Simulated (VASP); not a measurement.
These are PBE GGA, VASP's PBE PAW potentials (set 64) (plane waves; VASP 6.6.1) values and carry that method's errors.

Input for VASP

INCAR:
```
GGA=PE   ! PBE
LMAXMIX=4
LASPH=T
LCHARG=F
NELM=100   ! most electronic steps
ALGO=Fast   ! Davidson, then RMM-DIIS
LREAL=F
SIGMA=0.05   ! width (eV)
PREC=Accurate
ISMEAR=0   ! Gaussian
ENCUT=400
EDIFF=1E-6   ! SCF stop (eV)
ISIF=2
SYSTEM=GaP
LWAVE=F
```

KPOINTS:
```
Automatic mesh
0
Gamma
8 8 8
0 0 0
```

File POSCAR:
```
GaP
3.8537320
  0.0000000000   0.7071067734   0.7071067734
  0.7071067734   0.0000000000   0.7071067734
  0.7071067734   0.7071067734   0.0000000000
Ga P
1 1
Cartesian
  0.0000000000   0.0000000000   0.0000000000
  0.3535533867   0.3535533867   0.3535533867
```

POTCAR, in this order: Ga_d P (PBE.64 set). Program: vasp_std.

What VASP printed:

### OSZICAR
```
       N       E                     dE             d eps       ncg     rms          rms(c)
DAV:   1     0.681380985350E+02    0.68138E+02   -0.83092E+03   762   0.170E+03
DAV:   2    -0.461890762412E+01   -0.72757E+02   -0.70096E+02   814   0.278E+02
DAV:   3    -0.930541376642E+01   -0.46865E+01   -0.46674E+01   964   0.657E+01
DAV:   4    -0.938250686863E+01   -0.77093E-01   -0.77067E-01   970   0.915E+00
DAV:   5    -0.938396942736E+01   -0.14626E-02   -0.14625E-02   968   0.102E+00    0.425E+00
RMM:   6    -0.913933075528E+01    0.24464E+00   -0.36439E-01  1046   0.554E+00    0.266E+00
RMM:   7    -0.911458137663E+01    0.24749E-01   -0.18715E-01  1019   0.223E+00    0.117E+00
RMM:   8    -0.911403743269E+01    0.54394E-03   -0.22230E-02  1081   0.175E+00    0.183E-01
RMM:   9    -0.911454802249E+01   -0.51059E-03   -0.60883E-03  1139   0.825E-01    0.610E-02
RMM:  10    -0.911470386341E+01   -0.15584E-03   -0.93429E-04  1219   0.310E-01    0.393E-02
RMM:  11    -0.911475538271E+01   -0.51519E-04   -0.19869E-04  1172   0.126E-01    0.594E-03
RMM:  12    -0.911476033457E+01   -0.49519E-05   -0.47219E-05  1148   0.600E-02    0.626E-03
RMM:  13    -0.911476121117E+01   -0.87659E-06   -0.82951E-06   951   0.300E-02
   1 F= -.91147612E+01 E0= -.91147612E+01  d E =-.289081E-11
```

OUTCAR:
```
------------------------ aborting loop because EDIFF is reached ----------------------------------------
  FORCE on cell =-STRESS in cart. coord.  units (eV):
  Direction    XX          YY          ZZ          XY          YZ          ZX
  --------------------------------------------------------------------------------------
  Total        0.5881611      0.5881611      0.5881611      0.0000000      0.0000000      0.0000000
  in kB       23.2850591     23.2850591     23.2850591      0.0000000      0.0000000      0.0000000
  external PRESSURE =      23.2850591 kB  Pullay stress =       0.0000000 kB
  volume of cell :       40.47
      direct lattice vectors                 reciprocal lattice vectors
     0.000000000  2.725000000  2.725000000    -0.183486239  0.183486239  0.183486239
     2.725000000  0.000000000  2.725000000     0.183486239 -0.183486239  0.183486239
     2.725000000  2.725000000  0.000000000     0.183486239  0.183486239 -0.183486239
  FREE ENERGIE OF THE ION-ELECTRON SYSTEM (eV)
  ---------------------------------------------------
  free  energy   TOTEN  =        -9.1147612112 eV

  energy  without entropy=       -9.1147612112  energy(sigma->0) =       -9.11476121
```
(Selected blocks of OUTCAR.)

The compound is GaP in the zinc blende structure. The cell was not relaxed at this level. The run is one of a series of settings (ALGO = Fast against the base run), some of them coarse on purpose.
